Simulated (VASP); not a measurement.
Data:

```yaml
crystal:
  lattice:
    - [-1.77990, 1.77990, 1.77990]
    - [1.77990, -1.77990, 1.77990]
    - [1.77990, 1.77990, -1.77990]
  atoms:
    - { symbol: Li, position: [0.00000, 0.00000, 0.00000] }
```

These are PBE GGA, VASP's PBE PAW potentials (set 64) (plane waves; VASP 6.6.1) values and carry that method's errors. Numerical set-up: 475 eV cut-off, 13×13×13 Γ-centred mesh, first-order Methfessel-Paxton smearing of 0.10 eV, potentials Li_sv.

At this cut-off the stress carries a Pulay error, which pulls relaxed volumes low.

Question: Give the stress tensor in GPa (positive for a compressed cell).

Answer: 
```
-1.69   0.00   0.00
 0.00  -1.69   0.00
 0.00   0.00  -1.69
```
The pressure is its mean diagonal, -1.69 GPa.

The compound is Li in the bcc structure. The cell was not relaxed at this level. The run is one of a series of settings (ENCUT = 475 against the base run), some of them coarse on purpose.
